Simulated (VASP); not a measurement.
Data:

```
CELL_PARAMETERS angstrom
      3.27905     0.00000     0.00000
     -1.63953     2.83974     0.00000
      0.00000     0.00000     5.43235
ATOMIC_POSITIONS crystal
  Li 0.66667 0.33333 0.38378
  Li 0.33333 0.66667 0.61622
  Zr 0.00000 0.00000 0.00000
  N  0.66667 0.33333 0.77674
  N  0.33333 0.66667 0.22326
```

Computed with r2SCAN meta-GGA, VASP's PBE PAW potentials (set 64) (plane waves; VASP). Settings: 520 eV cut-off, 9×9×5 Γ-centred mesh, tetrahedra with Blöchl corrections, potentials Li_sv Zr_sv N.

Q: Give the energies of bands 9 to 17 at the high-symmetry points, in eV from the valence-band maximum.

A: 
```csv
band,Γ,M,K,A,L,H
9,-4.56,-4.47,-3.59,-3.56,-4.34,-3.19
10,-2.83,-2.93,-3.14,-2.75,-2.87,-3.19
11,-2.83,-2.52,-3.14,-2.75,-2.79,-2.79
12,-0.39,-2.30,-2.14,-1.96,-2.61,-2.19
13,0.00,-1.29,-2.14,-0.20,-0.77,-1.98
14,0.00,-1.11,-1.14,-0.20,-0.68,-1.98
15,3.35,2.23,3.58,3.27,2.11,4.04
16,3.35,5.66,4.93,3.27,5.26,4.55
17,4.08,5.66,4.93,4.62,5.65,4.55
```

The gap is indirect, 2.11 eV, from the valence maximum at Γ to the conduction minimum at L.

The structure comes from a computed database's Li2ZrN2 entry (P-3m1); how it stands against other phases isn't given here. It was relaxed first.
